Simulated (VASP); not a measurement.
Crystal: ZnSe.

```
CELL_PARAMETERS angstrom
0.00000 2.83380 2.83380
2.83380 0.00000 2.83380
2.83380 2.83380 0.00000
ATOMIC_POSITIONS crystal
Zn 0.00000 0.00000 0.00000
Se 0.25000 0.25000 0.25000
```

- Program: VASP 6.6.1
- Task: relaxation of cell and atoms
- Functional: LDA
- Potentials or basis: VASP PAW LDA potentials, release 64 (Zn, Se)
- Cutoff: 350 eV
- k mesh: 6 × 6 × 6
- Occupations: gaussian, width 0.02 eV
- Spin: no spin polarisation

At the start: pressure -3.3 GPa; volume 22.76 Å³/atom.

Where does the relaxation end?

Over 3 steps the energy falls by 12.4 meV/atom and the volume is 21.61 Å³/atom (-5.1 %); space group F-43m (No. 216, to 0.05 Å).

Step by step:
```tsv
step	energy change (eV)	largest force (eV/Å)	pressure (GPa)	volume (Å³)
1	0.0000	0.0000	-3.29	45.51
2	-0.0220	0.0000	1.21	42.50
3	-0.0248	0.0000	-0.01	43.21
```

Final structure:
```
Zn Se
1.0
     0.00000    2.78519    2.78519
     2.78519    0.00000    2.78519
     2.78519    2.78519    0.00000
Zn Se
1 1
Direct
  0.00000 0.00000 0.00000
  0.25000 0.25000 0.25000
```
